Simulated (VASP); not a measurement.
Computed with PBE GGA + U (Dudarev), VASP's PBE PAW potentials (set 64) (plane waves; VASP 6.6.1).

VASP ran on this input.

File KPOINTS:
```
kpoints
0
G
 10 10 8
```

**INCAR**
```
! general
SYSTEM     =  TiB2
PREC       =  Accurate
ENCUT      =  520
LREAL      =  .FALSE.   ! projection in real space or not
LASPH      =  .TRUE.   ! aspherical one-centre terms

! electronic loop
EDIFF      =  1E-6   ! SCF stop (eV)
NELM       =  100   ! most electronic steps
ALGO       =  Normal   ! blocked Davidson
LMAXMIX    =  4   ! l cut-off of mixed one-centre charges

! smearing
ISMEAR     =  1   ! Methfessel-Paxton
SIGMA      =  0.1

! functional
GGA        =  PE

! DFT+U
LDAU       =  .TRUE.
LDAUTYPE   =  2
LDAUL      =  2 -1
LDAUU      =  4.0 0
LDAUJ      =  0 0
LDAUPRINT  =  1

! ions
ISIF       =  2

! output
LWAVE      =  .FALSE.
LCHARG     =  .FALSE.
LORBIT     =  10
```

POSCAR:
```
TiB2
1
    1.5453000000    -2.6765380000     0.0000000000
    1.5453000000     2.6765380000     0.0000000000
    0.0000000000     0.0000000000     3.2946000000
Ti B
1 2
Direct
  0.0000000000   0.0000000000   0.0000000000
  0.3333330000   0.6666670000   0.5000000000
  0.6666670000   0.3333330000   0.5000000000
```

POTCAR, in this order: Ti_sv B (PBE.64 set). Program: vasp_std.

The run wrote:

### OSZICAR
```
       N       E                     dE             d eps       ncg     rms          rms(c)
DAV:   1     0.129179615284E+03    0.12918E+03   -0.93067E+03  1825   0.156E+03
DAV:   2    -0.171538509001E+02   -0.14633E+03   -0.14231E+03  1870   0.394E+02
DAV:   3    -0.269833817701E+02   -0.98295E+01   -0.96888E+01  2676   0.949E+01
DAV:   4    -0.273218688928E+02   -0.33849E+00   -0.33739E+00  2444   0.163E+01
DAV:   5    -0.273339941117E+02   -0.12125E-01   -0.12124E-01  2661   0.262E+00    0.155E+01
DAV:   6    -0.211525138954E+02    0.61815E+01   -0.29366E+01  2467   0.611E+01    0.339E+00
DAV:   7    -0.212345156534E+02   -0.82002E-01   -0.15334E+00  2000   0.131E+01    0.253E+00
DAV:   8    -0.212407116259E+02   -0.61960E-02   -0.11007E-01  2789   0.300E+00    0.601E-01
DAV:   9    -0.212400654798E+02    0.64615E-03   -0.28295E-02  2484   0.223E+00    0.166E-01
DAV:  10    -0.212399529691E+02    0.11251E-03   -0.48175E-03  2465   0.939E-01    0.121E-01
DAV:  11    -0.212397703588E+02    0.18261E-03   -0.46035E-04  2384   0.235E-01    0.381E-02
DAV:  12    -0.212397607768E+02    0.95819E-05   -0.54512E-05  2424   0.847E-02    0.112E-02
DAV:  13    -0.212397614328E+02   -0.65599E-06   -0.46371E-06  1878   0.221E-02
   1 F= -.21239761E+02 E0= -.21239232E+02  d E =-.158726E-02
```

OUTCAR:
```
------------------------ aborting loop because EDIFF is reached ----------------------------------------
  FORCE on cell =-STRESS in cart. coord.  units (eV):
  Direction    XX          YY          ZZ          XY          YZ          ZX
  --------------------------------------------------------------------------------------
  Total       -1.4634004     -1.4634003     -0.4121404      0.0000000     -0.0000000      0.0000000
  in kB      -86.0309769    -86.0309696    -24.2290756      0.0000000     -0.0000000      0.0000000
  external PRESSURE =     -65.4303407 kB  Pullay stress =       0.0000000 kB
  volume of cell :       27.25
      direct lattice vectors                 reciprocal lattice vectors
     1.545300000 -2.676538000  0.000000000     0.323561768 -0.186808482  0.000000000
     1.545300000  2.676538000  0.000000000     0.323561768  0.186808482  0.000000000
     0.000000000  0.000000000  3.294600000     0.000000000  0.000000000  0.303526984
 POSITION                                       TOTAL-FORCE (eV/Angst)
 -----------------------------------------------------------------------------------
      0.00000      0.00000      0.00000        -0.000000     -0.000000     -0.000000
      1.54530      0.89218      1.64730        -0.000000      0.000000     -0.000000
      1.54530     -0.89218      1.64730         0.000000     -0.000000      0.000000
 -----------------------------------------------------------------------------------
    total drift:                                0.000000     -0.000000      0.000000
  FREE ENERGIE OF THE ION-ELECTRON SYSTEM (eV)
  ---------------------------------------------------
  free  energy   TOTEN  =       -21.2397614328 eV

  energy  without entropy=      -21.2381741728  energy(sigma->0) =      -21.23923235

 total charge

# of ion       s       p       d       tot
------------------------------------------
    1        2.174   6.198   1.836  10.208
    2        0.671   1.286   0.000   1.957
    3        0.671   1.286   0.000   1.957
--------------------------------------------------
tot          3.516   8.769   1.836  14.122
```
(Selected blocks of OUTCAR.)

**OUTCAR**
```
 val. band max:        9.7814448288   @ k =   0.4000   0.2000   0.0000

 cond. band min:       9.8077229299   @ k =   0.1000  -0.0000   0.3750


 Fermi energy:         9.7948814759

 k-point     1 :       0.0000    0.0000    0.0000
  band No.  band energies     occupation
      1     -48.4614      2.00000
      2     -24.7543      2.00000
      3     -24.4879      2.00000
      4     -24.4879      2.00000
      5      -3.6930      2.00000
      6       7.1597      2.00000
      7       7.2382      2.00000
      8       7.2382      2.00000
      9       7.8590      2.00000
     10      11.6680     -0.00000
     11      11.6680     -0.00000
     12      13.1791      0.00000
     13      13.1792      0.00000

 k-point     2 :       0.1000   -0.0000    0.0000
  band No.  band energies     occupation
      1     -48.4576      2.00000
      2     -24.7495      2.00000
      3     -24.5180      2.00000
      4     -24.4949      2.00000
      5      -3.5089      2.00000
      6       6.6673      2.00000
      7       7.0764      2.00000
      8       7.1725      2.00000
      9       7.9486      2.00000
     10      11.6155     -0.00000
     11      11.9226      0.00000
     12      12.5271      0.00000
     13      12.6613      0.00000

 k-point     3 :       0.2000   -0.0000    0.0000
  band No.  band energies     occupation
      1     -48.4477      2.00000
      2     -24.7368      2.00000
      3     -24.5959      2.00000
      4     -24.5129      2.00000
      5      -2.9686      2.00000
      6       5.3013      2.00000
      7       6.9084      2.00000
      8       6.9739      2.00000
      9       8.1091      2.00000
     10      11.4816     -0.00000
     11      11.8067      0.00000
     12      12.2088      0.00000
     13      12.5028      0.00000

 k-point     4 :       0.3000    0.0000    0.0000
  band No.  band energies     occupation
      1     -48.4353      2.00000
      2     -24.7212      2.00000
      3     -24.6911      2.00000
...
```

The compound is TiB2 in the AlB2 type structure. The cell was not relaxed at this level. The run is one of a series of settings (LDAU = .TRUE., LDAUJ = 0 0, LDAUL = 2 -1, LDAUTYPE = 2, LDAUU = 4.0 0 against the base run), some of them coarse on purpose.
